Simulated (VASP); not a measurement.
An input for Ansatz (written as the equivalent of a VASP run, and not itself run):

Ansatz 0.2 input:
```yaml
crystal:
  lattice:
    - [4.7138815, 0.0000000, 0.0000000]
    - [0.0000000, 4.7138815, 0.0000000]
    - [0.0000000, 0.0000000, 3.1398455]
  atoms:
    - { symbol: Zn, position: [1.0000000, 1.0000000, 0.0000000] }
    - { symbol: Zn, position: [0.5000000, 0.5000000, 0.5000000] }
    - { symbol: F, position: [0.3031691, 0.3031691, 0.0000000] }
    - { symbol: F, position: [0.8031691, 0.1968309, 0.5000000] }
    - { symbol: F, position: [0.1968309, 0.8031691, 0.5000000] }
    - { symbol: F, position: [0.6968309, 0.6968309, 1.0000000] }
kpoints:
  mp_grid: { grid: [4, 4, 6] }
hamiltonian:
  xc: r2scan
  pseudopotentials: { kind: paw }
scf:
  occupations: { method: gaussian, width: 0.05 }
  max_iter: 100
relax:
  max_steps: 60
  f_tol: 0.02
  cell: {}
output: { forces: true, stress: true, eigenvalues: true }
```

### Question
Translate this input to VASP (INCAR, KPOINTS, POSCAR, choice of POTCAR).

### Answer
This is not unique; one that fits is 
**INCAR**
```
METAGGA = R2SCAN
SIGMA = 0.05
LCHARG = F
EDIFFG = -0.02   ! ionic stop
ISIF = 3   ! ions, shape and volume
LREAL = F   ! projection in real space or not
ISMEAR = 0
LWAVE = F
SYSTEM = ZnF2
EDIFF = 1E-6
NELM = 100   ! most electronic steps
NSW = 60
LMAXMIX = 4   ! l cut-off of mixed one-centre charges
LASPH = T   ! aspherical one-centre terms
LMIXTAU = T
IBRION = 2   ! conjugate gradients
ALGO = Normal
ENCUT = 520   ! plane-wave cut-off (eV)
PREC = Accurate
```

KPOINTS:
```
K-points
0
Gamma
4 4 6
```

### POSCAR
```
ZnF2
1
    4.7138815176     0.0000000000     0.0000000000
    0.0000000000     4.7138815176     0.0000000000
    0.0000000000     0.0000000000     3.1398455168
Zn F
2 4
Direct
  1.0000000000   1.0000000000   0.0000000000
  0.5000000000   0.5000000000   0.5000000000
  0.3031691143   0.3031691143   0.0000000000
  0.8031691143   0.1968308857   0.5000000000
  0.1968308857   0.8031691143   0.5000000000
  0.6968308857   0.6968308857   1.0000000000
```

POTCAR, in this order: Zn F (PBE.64 set). Program: vasp_std.

What does not carry over: each code has its own PAW files, so the cut-off isn't converted (ENCUT is set for VASP's; basis.ecutwfc is left out, and Ansatz then takes the one that its files recommend); Ansatz stops its SCF on the density residual and VASP on the energy change (EDIFF).

The compound is ZnF2 in the rutile structure. This run relaxes it. Symmetry was kept, so distortions that lower it aren't found. The start is the result of an earlier pass.
